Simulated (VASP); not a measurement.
The system is Ti3BiO3.

```
Ti Bi O
1.0
     3.43030   -3.52907    0.00000
     3.43030    3.52907    0.00000
     0.00000    0.00000    4.34574
Ti Bi O
3 1 3
Cartesian
  1.9821 0.0000 0.0000
  4.8785 0.0000 0.0000
  0.0000 0.0000 0.0000
  0.0000 0.0000 2.1729
  3.4303 -0.5258 2.1729
  3.4303 0.5258 2.1729
  3.4303 0.0000 0.0000
```

The cell was built by a generator and needn't be a form met in nature.

* Program: VASP 6.6.1
* Task: relaxation of cell and atoms
* Functional: PBE
* Potentials or basis: VASP PAW PBE potentials, release 64 (Ti_sv, Bi_d, O)
* Cutoff: 520 eV
* k mesh: 3 × 3 × 3
* Occupations: gaussian, width 0.15 eV
* Spin: no spin polarisation

At the start: pressure 85.5 GPa; volume 15.03 Å³/atom.

**Question.** Where does the relaxation end?

**Answer.** Over 19 steps the energy falls by 2169.9 meV/atom and the volume is 18.91 Å³/atom (+25.8 %); space group Cmmm (No. 65, to 0.05 Å).

The path:
| step | energy change (eV) | largest force (eV/Å) | pressure (GPa) | volume (Å³) |
| --- | --- | --- | --- | --- |
| 1 | 0.0000 | 33.6947 | 85.45 | 105.22 |
| 2 | 90.5454 | 33.9428 | 47.09 | 276.84 |
| 3 | 28.1220 | 6.3230 | -5.73 | 228.19 |
| 4 | -2.5157 | 7.4967 | -6.31 | 207.61 |
| 5 | -5.3048 | 8.7559 | -3.98 | 176.57 |
| 6 | -7.4668 | 10.8116 | 6.13 | 137.98 |
| 7 | -7.6959 | 10.5685 | 21.77 | 120.90 |
| 8 | -12.5892 | 0.8460 | -10.67 | 168.60 |
| 9 | -13.1900 | 1.4950 | -7.48 | 151.94 |
| 10 | -14.2852 | 1.6409 | -0.24 | 136.85 |
| 11 | -14.4019 | 2.8653 | 3.18 | 132.25 |
| 12 | -14.9353 | 1.0835 | 4.12 | 128.09 |
| 13 | -15.0101 | 1.1803 | 4.76 | 126.04 |
| 14 | -15.0106 | 1.1328 | 4.98 | 125.69 |
| 15 | -15.1443 | 0.5669 | 1.95 | 129.17 |
| 16 | -15.1768 | 0.4165 | -0.22 | 132.19 |
| 17 | -15.1888 | 0.1352 | -0.06 | 132.42 |
| 18 | -15.1891 | 0.1204 | -0.07 | 132.41 |
| 19 | -15.1896 | 0.0264 | -0.12 | 132.35 |

Final structure:
```xyz
7
Lattice="4.2201 -2.9376 0.0000 4.2201 2.9376 0.0000 0.0000 0.0000 5.3379" Properties=species:S:1:pos:R:3 pbc="T T T"
Ti    2.4470    0.0000    0.0000
Ti    5.9931    0.0000    0.0000
Ti    0.0000    0.0000    0.0000
Bi    0.0000    0.0000    2.6689
O     4.2201   -0.6910    2.6689
O     4.2201    0.6910    2.6689
O     4.2201    0.0000    0.0000
```

Caveat: the k mesh is coarse (spacing up to 0.48 Å⁻¹), so the values aren't converged; the standard files for N, O and F lose accuracy on very short bonds; the volume moved by over 15 % at a fixed basis, so the end points are rough; an odd number of electrons without spin polarisation forces a metal; a magnetic or distorted state may lie lower.
